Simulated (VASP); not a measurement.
Computed with vdW-DF-cx, VASP's PBE PAW potentials (set 64) (plane waves; VASP).

The input files of a VASP run:

POSCAR:
```
Ca
1.0
  0.0000000000   2.6822538741   2.6822538741
  2.6822538741   0.0000000000   2.6822538741
  2.6822538741   2.6822538741   0.0000000000
Ca
1
direct
  0.0000000000   0.0000000000   0.0000000000
```

**KPOINTS**
```
Automatic mesh
0
Gamma
12 12 12
0 0 0
```

### INCAR
```
SYSTEM  =  Ca
PREC  =  Accurate; ENCUT  =  520; LREAL  =  .FALSE.
LASPH  =  .TRUE.
EDIFF  =  1E-7; NELM  =  100; ALGO  =  Normal
ISMEAR  =  1; SIGMA  =  0.1
GGA  =  CX; LUSE_VDW  =  .TRUE.; AGGAC  =  0.0
ISIF  =  2
LWAVE  =  .FALSE.; LCHARG  =  .FALSE.
```

POTCAR, in this order: Ca_sv (PBE.64 set). Program: vasp_std.

**Question.** Predict the energy per atom (σ→0), pressure, band gap (on the k-mesh).

**Answer.** 
The energy per atom (σ→0) is 0.417 eV/atom and the band gap (on the k-mesh) is none (metal, semimetal or under 0.01 eV). The pressure is 1.12 GPa.

OSZICAR:
```
...
DAV:   7     0.415833622827E+00    0.54901E-03   -0.19182E-02  1502   0.184E+00    0.101E-01
DAV:   8     0.416127897085E+00    0.29427E-03   -0.18544E-03  1524   0.450E-01    0.271E-02
DAV:   9     0.416094882819E+00   -0.33014E-04   -0.12250E-04  1834   0.105E-01    0.102E-02
DAV:  10     0.416095715437E+00    0.83262E-06   -0.12002E-05  1932   0.348E-02    0.218E-03
DAV:  11     0.416095371820E+00   -0.34362E-06   -0.54807E-07  2139   0.569E-03    0.342E-03
DAV:  12     0.416095801248E+00    0.42943E-06   -0.11053E-07  1188   0.472E-03    0.367E-04
DAV:  13     0.416095810846E+00    0.95978E-08   -0.89584E-09   850   0.112E-03
   1 F= 0.41609581E+00 E0= 0.41653585E+00  d E =-.132012E-02
```

The compound is Ca in the fcc structure. This cell is one point of a volume scan, at 0.94 of the reference volume.
